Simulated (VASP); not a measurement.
Write the native input for VASP 6.6.1 that does the following.

```yaml
Task: relaxation of the atoms
Functional: PBEsol
Potentials_or_basis: VASP PAW PBE potentials, release 64 (Na_pv, F)
Cutoff: 600 eV
k_mesh: 10 × 10 × 10
Occupations: gaussian, width 0.03 eV
Spin: no spin polarisation
Further_INCAR_settings: ALGO = Normal; EDIFF = 1e-07; IBRION = 2; EDIFFG = -0.01; NSW = 40
```

The structure of NaF (Villiaumite) lies in POSCAR:

```
NaF                                     
1.0
    0.0000000000      2.2827881274      2.2827881274
    2.2827881274      0.0000000000      2.2827881274
    2.2827881274      2.2827881274      0.0000000000
  Na              F             
     1     1
Direct
     0.0000000000000000    0.0000000000000000    0.0000000000000000
     0.5000000000000000    0.5000000000000000    0.5000000000000000
```

The cell isn't the ideal one: a relaxed cell with its volume scaled by 0.96.

One way to write it, as run:

INCAR

```
ALGO     = Normal         # electronic algorithm
EDIFF    = 1E-7           # SCF threshold, eV
EDIFFG   = -0.01          # ionic threshold
ENCUT    = 600            # plane-wave cutoff, eV
GGA      = PS             # functional
IBRION   = 2              # ionic algorithm
ISIF     = 2              # what is computed and relaxed
ISMEAR   = 0              # smearing method
LASPH    = T              # aspherical terms in the spheres
LCHARG   = F              # write CHGCAR
LREAL    = F              # projectors in reciprocal space
LWAVE    = F              # write WAVECAR
NELM     = 80             # most SCF steps
NSW      = 40             # ionic steps
PREC     = Accurate       # precision mode
SIGMA    = 0.03           # smearing width, eV
```

KPOINTS

```
k-points
0
Gamma
  10 10 10
```

Potentials or basis: VASP PAW PBE potentials, release 64 (Na_pv, F).

Command:

```sh
$ cat potpaw_PBE.64/Na_pv/POTCAR potpaw_PBE.64/F/POTCAR > POTCAR
$ mpirun -np 1 vasp_std > vasp.out
```

Results of the run:

The pressure after relaxing is 2.2 GPa and the band gap on the k mesh is 6.40 eV, direct.

Caveat: the relaxation stopped at its first step, so nothing moved; the PAW data sets were made with another functional, which shifts forces and pressure a little.

Wall time 6.8 s on 1 thread of Intel(R) Xeon(R) 6975P-C (Granite Rapids), on a shared host, peak memory 0.15 GiB.
